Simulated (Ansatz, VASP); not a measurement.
# Cross-check of AlNi between VASP and Ansatz, part 2 of 2

Wanted: the spread between two codes on one cell, functional and k mesh. The cell is taken from a series of runs on this material, whose earlier steps may have relaxed, scaled, displaced or heated it; both programs get it as it stands.

VASP 6.6.1 and Ansatz 0.2.0.

So far. Step 3 (Ansatz: single point, PBEsol, pair 1): The run ends at a pressure of -2.50 GPa. Step 5 (VASP: single point, PBEsol, pair 2): The run ends at a pressure of 2.81 GPa.

**6. Ansatz: single point, PBEsol, pair 2**

Level of this step: Ansatz beside VASP: Kohn-Sham DFT, plane waves, PBEsol (Ansatz).

The same cell, functional, mesh and smearing now go to Ansatz, which takes its cutoff from its data sets.

The cell is taken from a series of runs on this material, whose earlier steps may have relaxed, scaled, displaced or heated it; both programs get it as it stands.

The input, input.yaml:

```yaml
crystal:
  lattice:
    - [2.8476402444, 0.0, 0.0]
    - [0.0, 2.8476402444, 0.0]
    - [0.0, 0.0, 2.8476402444]
  atoms:
    - { symbol: Al, position: [0.0, 0.0, 0.0] }
    - { symbol: Ni, position: [0.5, 0.5, 0.5] }
kpoints:
  mp_grid: { grid: [16, 16, 16] }
hamiltonian:
  xc: pbesol
scf:
  occupations: { method: methfessel_paxton, width: 0.2 }
  lower_state_search: "off"
output:
  forces: true
  stress: true
  eigenvalues: true
```

Launch:

```console
ansatz run input.yaml --threads 8 --pin off --max-ram 16384MiB --backend cpu --events-out ev --progress --plain --runs-dir out
```

Numbers of over 12 decimals in the logs are rounded to 6 here.

Log:

```text
[...]
Crystal: 2 atoms, lattice volume = 23.092 Å³
Basis set: ecut = 420 eV, 461 PW (Γ), exchange–correlation on 40×40×40 points (8 copies of the dense FFT grid, shifted against one another)
Bands: 15, of which v1, the nominal top of the filled ones, is band 11 counted from 1 (10 counted from 0)
Symmetry: 48 space group operations
[...]
k-points: 165 of 4096
[...]
--- Band table (eV; the first three rows and the last of 165) ---
  k-point 0: bands = [... 7 lower, 12.8568, 12.8568, 12.8568, 20.0780, 20.0780, 20.0780, 22.6869, 22.6869]
  k-point 1: bands = [... 7 lower, 12.8233, 12.8233, 12.8604, 19.2707, 20.1758, 20.1758, 22.6885, 23.4251]
  k-point 2: bands = [... 7 lower, 12.7309, 12.7309, 12.8706, 17.8677, 20.4616, 20.4616, 22.6932, 24.5922]
  k-point 164: bands = [... 7 lower, 13.4472, 13.4472, 16.3760, 16.3760, 16.3760, 18.4763, 19.0956, 19.0956]
[key lines of the parts left out:]
SCF converged after 6 iterations
Free energy (F): -6330.860948 eV
Fermi energy:    14.455693 eV
P = ⅓ Tr σ = 2.7049 GPa (27.049 kbar)
```

The run ends at a pressure of 2.70 GPa.

**7. Side by side**

What differs besides the data sets and the points named for the pairs above, as far as they apply: the data sets hold 21 valence electrons in Ansatz (on its default PAW (the set named soft_2) files) and 13 in VASP. Total energies have different zeros and are not compared.

Compared:

| quantity | Ansatz | VASP | difference |
| --- | --- | --- | --- |
| pressure (GPa) | 2.70 | 2.81 | -0.10 |

**8. VASP: single point, PBEsol, pair 3**

A single point gives forces, pressure and levels at one fixed geometry, so differences don't come from the geometry; what else differs is listed under the comparison. The cell compared in this pair holds 22.74 Å³, against 23.09 Å³ for the pair before.

The input, INCAR:

```
SYSTEM = AlNi
PREC = Accurate
ENCUT = 600
EDIFF = 1E-06
NELM = 120
ISMEAR = 1
SIGMA = 0.2
LREAL = .FALSE.
ALGO = Normal
GGA = PS
NBANDS = 12
LASPH = .TRUE.
LORBIT = 11
LWAVE = .FALSE.
LCHARG = .FALSE.
ISIF = 2
GGA_COMPAT = .FALSE.
```

The input, POSCAR:

```
AlNi
1.0
    2.8331112148      0.0000000000      0.0000000000
    0.0000000000      2.8331112148      0.0000000000
    0.0000000000      0.0000000000      2.8331112148
Al Ni
1 1
Direct
    0.0000000000      0.0000000000      0.0000000000
    0.5000000000      0.5000000000      0.5000000000
```

The input, KPOINTS:

```
Automatic mesh
0
Gamma
16 16 16
0 0 0
```

The projector-augmented-wave data sets are Al and Ni (PBE family, release 64).

Launch:

```console
mpirun -np 1 vasp_std
```

Log:

```text
[... set-up lines as in an earlier step ...]
 entering main loop
       N       E                     dE             d eps       ncg     rms          rms(c)
DAV:   1     0.452292843432E+02    0.45229E+02   -0.61479E+03  3992   0.130E+03
DAV:   2    -0.113441094181E+02   -0.56573E+02   -0.52316E+02  4092   0.209E+02
DAV:   3    -0.132205040265E+02   -0.18764E+01   -0.18536E+01  4756   0.442E+01
DAV:   4    -0.132471609164E+02   -0.26657E-01   -0.26643E-01  4420   0.476E+00
[...]
DAV:  11    -0.115740772943E+02   -0.17715E-05   -0.52827E-05  4576   0.622E-02    0.281E-02
DAV:  12    -0.115740757131E+02    0.15812E-05   -0.70345E-06  4568   0.453E-02    0.351E-03
DAV:  13    -0.115740754724E+02    0.24064E-06   -0.15264E-07  2376   0.408E-03
   1 F= -.11574075E+02 E0= -.11574420E+02  d E =0.103456E-02
```

Parts of OUTCAR (step 8):

```text
  Total        0.8189472      0.8189472      0.8189472     -0.0000000     -0.0000000     -0.0000000
  in kB       57.6999756     57.6999756     57.6999756     -0.0000000     -0.0000000     -0.0000000
  external PRESSURE =      57.6999756 kB  Pullay stress =       0.0000000 kB

 POSITION                                       TOTAL-FORCE (eV/Angst)
 -----------------------------------------------------------------------------------
      0.00000      0.00000      0.00000         0.000000      0.000000      0.000000
      1.41656      1.41656      1.41656         0.000000      0.000000      0.000000
 -----------------------------------------------------------------------------------
    total drift:                                0.000000      0.000000     -0.000000

  FREE ENERGIE OF THE ION-ELECTRON SYSTEM (eV)
  ---------------------------------------------------
  free  energy   TOTEN  =       -11.5740754724 eV

  energy  without entropy=      -11.5751100300  energy(sigma->0) =      -11.57442032

[... 1 part as in an earlier step ...]

[... 2 further parts left out ...]
[key lines of the parts left out:]
E-fermi :  10.5713
```

The run ends at a pressure of 5.77 GPa.

**9. Ansatz: single point, PBEsol, pair 3**

The same cell, functional, mesh and smearing now go to Ansatz, which takes its cutoff from its data sets.

The cell is taken from a series of runs on this material, whose earlier steps may have relaxed, scaled, displaced or heated it; both programs get it as it stands.

input.yaml, the sections that differ from step 6:

```yaml
crystal:
  lattice:
    - [2.8331112148, 0.0, 0.0]
    - [0.0, 2.8331112148, 0.0]
    - [0.0, 0.0, 2.8331112148]
  atoms:
    - { symbol: Al, position: [0.0, 0.0, 0.0] }
    - { symbol: Ni, position: [0.5, 0.5, 0.5] }
# kpoints, hamiltonian, scf, output: as in step 6
```

Launch:

```console
ansatz run input.yaml --threads 8 --pin off --max-ram 16384MiB --backend cpu --events-out ev --progress --plain --runs-dir out
```

Log:

```text
[...]
Crystal: 2 atoms, lattice volume = 22.740 Å³
Basis set: ecut = 420 eV, 461 PW (Γ), exchange–correlation on 40×40×40 points (8 copies of the dense FFT grid, shifted against one another)
Bands: 15, of which v1, the nominal top of the filled ones, is band 11 counted from 1 (10 counted from 0)
Symmetry: 48 space group operations
[...]
k-points: 165 of 4096
[...]
--- Band table (eV; the first three rows and the last of 165) ---
  k-point 0: bands = [... 7 lower, 13.0965, 13.0965, 13.0965, 20.4184, 20.4184, 20.4184, 23.0099, 23.0099]
  k-point 1: bands = [... 7 lower, 13.0624, 13.0624, 13.1002, 19.6004, 20.5172, 20.5172, 23.0105, 23.7608]
  k-point 2: bands = [... 7 lower, 12.9681, 12.9681, 13.1107, 18.1850, 20.8060, 20.8060, 23.0123, 24.9492]
  k-point 164: bands = [... 7 lower, 13.7001, 13.7001, 16.6357, 16.6357, 16.6357, 18.8895, 19.4376, 19.4376]
[key lines of the parts left out:]
SCF converged after 6 iterations
Free energy (F): -6330.851838 eV
Fermi energy:    14.727755 eV
P = ⅓ Tr σ = 5.6364 GPa (56.364 kbar)
```

The run ends at a pressure of 5.64 GPa.

**10. Differences**

What differs besides the data sets and the points named for the pairs above, as far as they apply: the data sets hold 21 valence electrons in Ansatz (on its default PAW (the set named soft_2) files) and 13 in VASP. Total energies have different zeros and are not compared.

Both answers:

| quantity | Ansatz | VASP | difference |
| --- | --- | --- | --- |
| pressure (GPa) | 5.64 | 5.77 | -0.13 |

**11. Summary of results**

```yaml
difference_in_pressure_single_point_pbesol_pair_1: -0.11 GPa
difference_in_pressure_single_point_pbesol_pair_2: -0.10 GPa
difference_in_pressure_single_point_pbesol_pair_3: -0.13 GPa
```

The difference in pressure is -0.13 GPa (single point, PBEsol, pair 3), within the 1 GPa picked in this series as the mark of a large difference. The data sets hold unlike numbers of valence electrons (21 in Ansatz and 13 in VASP), so part of the differences comes from the potentials. 2 further runs of this series are not shown here. How closely two codes agree says nothing of how well the functional describes the real material.

[Lines on the potential files, build, host, timing and source positions are cut from VASP's logs without a mark.]

[Logs are printed without paths, hosts, clocks, repeated set-up lines and the standing remarks that a program may print on its own settings, such as how far it seeks lower states.]

[Hosts, paths, dates, database ids (printed as entryN), source tags and the programs' standing remarks are cut or masked in the printed files.]
